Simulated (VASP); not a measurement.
Input:

```yaml
crystal:
  lattice:
    - [3.08433, 0.00000, 0.00000]
    - [0.00000, 3.08433, 0.00000]
    - [0.00000, 0.00000, 3.54563]
  atoms:
    - { symbol: Cu, position: [0.00000, 0.00000, 0.00000] }
    - { symbol: Au, position: [0.50000, 0.50000, 0.50000] }
```

Computed with vdW-DF2, VASP's PBE PAW potentials (set 64) (plane waves; VASP). Run with 520 eV cut-off, 13×13×12 Γ-centred mesh, tetrahedra with Blöchl corrections, potentials Cu Au.

Unless said otherwise, spin-orbit coupling is left out, though it shifts the bands of the heavy elements here.

Question: What does the run give for the energy per atom (σ→0), band gap (on the k-mesh) with the smallest direct gap where there is one?

Answer: 
| Property | Value |
|---|---|
| band gap (on the k-mesh) | none (metal, semimetal or under 0.01 eV) |
| energy per atom (σ→0) | -284 meV/atom |

Total energies compare only between runs with the same potentials, cut-off and functional.

The compound is CuAu in the L1_0 structure. It was relaxed first, which changed the volume by +17 %.
